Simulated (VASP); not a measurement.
```xyz
1
Lattice="-2.0036 2.0036 2.0036 2.0036 -2.0036 2.0036 2.0036 2.0036 -2.0036" Properties=species:S:1:pos:R:3 pbc="T T T"
Dy     0.0000     0.0000     0.0000
```

Method: r2SCAN meta-GGA, VASP's PBE PAW potentials (set 64) (plane waves; VASP 6.6.1). Run with 400 eV cut-off, 14×14×14 Γ-centred mesh, tetrahedra with Blöchl corrections, potentials Dy_3.

The 4f electrons are frozen in the core of the lanthanide potential, so 4f levels, which can set the real gap, and their magnetism are missing.

Problem. Give the energies of bands 4 to 7 at the high-symmetry points, in eV from the Fermi level.

Solution. 
```
band      Γ      H      N      P
----  -----  -----  -----  -----
4     -5.48  -1.82  -2.34  -0.18
5      2.02  -1.82   0.25  -0.18
6      2.02   6.17   0.83  -0.18
7      2.02   6.17   4.07   5.00
```

It has no gap at this level: it comes out as a metal or semimetal.

The structure was generated: Dy was put into the bcc type (Im-3m), which need not be its known phase. It was relaxed first.
